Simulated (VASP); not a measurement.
Consider the following.

```
CsPbCl3
1.0
    5.82902     0.00000     0.00000
    0.00000     5.82902     0.00000
    0.00000     0.00000     5.82902
Cs Pb Cl
1 1 3
Direct
  0.00000   0.00000   0.00000
  0.50000   0.50000   0.50000
  0.50000   0.00000   0.50000
  0.00000   0.50000   0.50000
  0.50000   0.50000   0.00000
```

Level of theory: revPBE GGA, VASP's PBE PAW potentials (set 64) (plane waves; VASP 6.6.1). Settings: 520 eV cut-off, Gaussian smearing of 0.050 eV, potentials Cs_sv Pb_d Cl.

Unless said otherwise, spin-orbit coupling is left out, though it shifts the bands of the heavy elements here.

### Question
What does the run give for the band gap (along the path) with the smallest direct gap where there is one?

### Answer

- band gap (along the path) = 2.47 eV
- smallest direct gap (along the path) = 2.47 eV

The compound is CsPbCl3 in the cubic perovskite structure, the ideal cubic form; the compound distorts at low or room temperature. It was relaxed first, which changed the volume by +12 %.
